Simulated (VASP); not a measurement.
A cell of LuSe (space group Fm-3m) near equilibrium:

```yaml
crystal:
  lattice:
    - [0.00000, 2.79727, 2.79727]
    - [2.79727, 0.00000, 2.79727]
    - [2.79727, 2.79727, 0.00000]
  atoms:
    - { symbol: Lu, position: [0.00000, 0.00000, 0.00000] }
    - { symbol: Se, position: [0.50000, 0.50000, 0.50000] }
```

Level of theory: r2SCAN meta-GGA, VASP's PBE PAW potentials (set 64) (plane waves; VASP).

```json
[
 {"run": "as it is", "ΔE (meV/atom)": "0.0", "σxx": "-0.01", "σyy": "-0.01", "σzz": "-0.01", "largest shear component, with its sign (GPa)": "0.00", "largest force (eV/Å)": "0.000"},
 {"run": "after one change", "ΔE (meV/atom)": "1.2", "σxx": "-1.39", "σyy": "-1.39", "σzz": "-1.39", "largest shear component, with its sign (GPa)": "0.00", "largest force (eV/Å)": "0.000"}
]
```
Stress is in GPa, positive when the cell is compressed.

**Question.** What was changed between the two runs?
A. biaxial strain of +2.0 % in the xz plane
B. isotropic strain of +0.5 %
C. biaxial strain of +3.0 % in the xz plane
D. atom 2 (Se) moved by -0.200 Å along y

**Answer.** B, isotropic strain of +0.5 %

The structure comes from a computed database's LuSe entry (Fm-3m); how it stands against other phases isn't given here. The cell was not relaxed at this level. The electron count is odd and the run is not spin-polarised, which forces a metal.
